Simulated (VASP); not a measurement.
Ni:

```xyz
1
Lattice="0.0000 1.7756 1.7756 1.7756 0.0000 1.7756 1.7756 1.7756 0.0000" Properties=species:S:1:pos:R:3 pbc="T T T"
Ni    0.0000    0.0000    0.0000
```

```yaml
Program: VASP 6.6.1
Task: relaxation of cell and atoms
Functional: r2SCAN
Dispersion: rVV10
Potentials_or_basis: VASP PAW PBE potentials, release 64 (Ni)
Cutoff: 600 eV
k_mesh: 20 × 20 × 20
Occupations: gaussian, width 0.1 eV
Spin: collinear spin, ferromagnetic start
Starting_moments: "[1.0] μB"
```

At the start: pressure -13.2 GPa; volume 11.20 Å³/atom.

Question: Where does the relaxation end?

Answer: Over 5 steps the energy falls by 33.4 meV/atom and the volume is 10.43 Å³/atom (-6.8 %); space group Fm-3m (No. 225, to 0.05 Å); moment 0.72 μB per cell.

Step by step:
| step | energy change (eV) | largest force (eV/Å) | pressure (GPa) | volume (Å³) |
| --- | --- | --- | --- | --- |
| 1 | 0.0000 | 0.0000 | -13.16 | 11.20 |
| 2 | -0.0008 | 0.0000 | 16.86 | 9.77 |
| 3 | -0.0334 | 0.0000 | -0.22 | 10.44 |
| 4 | -0.0334 | 0.0000 | 0.08 | 10.43 |
| 5 | -0.0334 | 0.0000 | -0.07 | 10.43 |

Final structure:
```
Ni
1.0
     0.00000    1.73437    1.73437
     1.73437    0.00000    1.73437
     1.73437    1.73437    0.00000
Ni
1
Direct
  0.00000 0.00000 0.00000
```

Caveat: the PAW data sets were made with another functional, which shifts forces and pressure a little.
